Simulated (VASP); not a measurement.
As:

```
As
1.0
     1.88080    1.08588    3.51406
    -1.88080    1.08588    3.51406
     0.00000   -2.17176    3.51406
As
2
Direct
  0.77400 0.77400 0.77400
  0.22600 0.22600 0.22600
```

```yaml
Program: VASP 6.6.1
Task: relaxation of cell and atoms
Functional: LDA
Potentials_or_basis: VASP PAW LDA potentials, release 64 (As)
Cutoff: 600 eV
k_mesh: 12 × 12 × 10
Occupations: gaussian, width 0.03 eV
Spin: no spin polarisation
```

At the start: pressure -0.9 GPa; volume 21.53 Å³/atom.

Task: Where does the relaxation end?

Result: Over 7 steps the energy falls by 13.2 meV/atom and the volume is 20.43 Å³/atom (-5.1 %); space group R-3m (No. 166, to 0.05 Å).

The path:
| step | energy change (eV) | largest force (eV/Å) | pressure (GPa) | volume (Å³) |
| --- | --- | --- | --- | --- |
| 1 | 0.0000 | 0.3224 | -0.86 | 43.06 |
| 2 | -0.0113 | 0.1772 | -0.40 | 42.34 |
| 3 | -0.0168 | 0.0076 | 0.30 | 41.40 |
| 4 | -0.0232 | 0.0595 | -0.25 | 41.32 |
| 5 | -0.0252 | 0.1025 | -0.70 | 41.24 |
| 6 | -0.0248 | 0.0986 | 0.89 | 40.40 |
| 7 | -0.0264 | 0.0075 | 0.01 | 40.85 |

Final structure:
```cif
data_structure
_symmetry_space_group_name_H-M 'P 1'
_symmetry_Int_Tables_number 1
_cell_length_a 3.9744
_cell_length_b 3.9744
_cell_length_c 3.9744
_cell_angle_alpha 56.550
_cell_angle_beta 56.550
_cell_angle_gamma 56.550
_cell_volume 40.85
loop_
_atom_site_label
_atom_site_type_symbol
_atom_site_fract_x
_atom_site_fract_y
_atom_site_fract_z
_atom_site_occupancy
As1 As 0.76907 0.76907 0.76907 1
As2 As 0.23093 0.23093 0.23093 1
```
